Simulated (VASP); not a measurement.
Data:

```yaml
crystal:
  lattice:
    - [0.00000, 2.29065, 2.29065]
    - [2.29065, 0.00000, 2.29065]
    - [2.29065, 2.29065, 0.00000]
  atoms:
    - { symbol: Na, position: [0.00000, 0.00000, 0.00000] }
    - { symbol: F, position: [0.50000, 0.50000, 0.50000] }
```

Method: vdW-DF-cx, VASP's PBE PAW potentials (set 64) (plane waves; VASP). Run with 520 eV cut-off, 10×10×10 Γ-centred mesh, Gaussian smearing of 0.050 eV, potentials Na_pv F.

Problem. Give the stress tensor in GPa (positive for a compressed cell).

Solution. 
```
3.32  0.00  0.00
0.00  3.32  0.00
0.00  0.00  3.32
```
The pressure is its mean diagonal, 3.32 GPa.

The compound is NaF in the rock salt structure. This cell is one point of a volume scan, at 0.94 of the reference volume.
